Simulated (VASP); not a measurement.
Input:

```xyz
2
Lattice="0.0000 2.8563 2.8563 2.8563 0.0000 2.8563 2.8563 2.8563 0.0000" Properties=species:S:1:pos:R:3 pbc="T T T"
Mg     0.0000     0.0000     0.0000
Te     1.4282     1.4282     1.4282
```

The numbers are results of PBE GGA, VASP's PBE PAW potentials (set 64) (plane waves; VASP 6.6.1), not measurements. Numerical set-up: 480 eV cut-off, 6×6×6 Γ-centred mesh, Gaussian smearing of 0.050 eV, potentials Mg Te.

Unless said otherwise, spin-orbit coupling is left out, though it shifts the bands of the heavy elements here.

Predict the energy per atom (σ→0), pressure, band gap (on the k-mesh) with the smallest direct gap where there is one.

```json
{
  "band gap (on the k-mesh)": "2.05 eV",
  "smallest direct gap (on the k-mesh)": "3.95 eV",
  "energy per atom (σ→0)": "-2.453 eV/atom",
  "pressure": "30.00 GPa"
}
```

Only differences to runs with the same potentials and settings are physical.

The compound is MgTe in the zinc blende structure, whereas wurtzite is the usual form. It was relaxed first under an external pressure of 30 GPa.
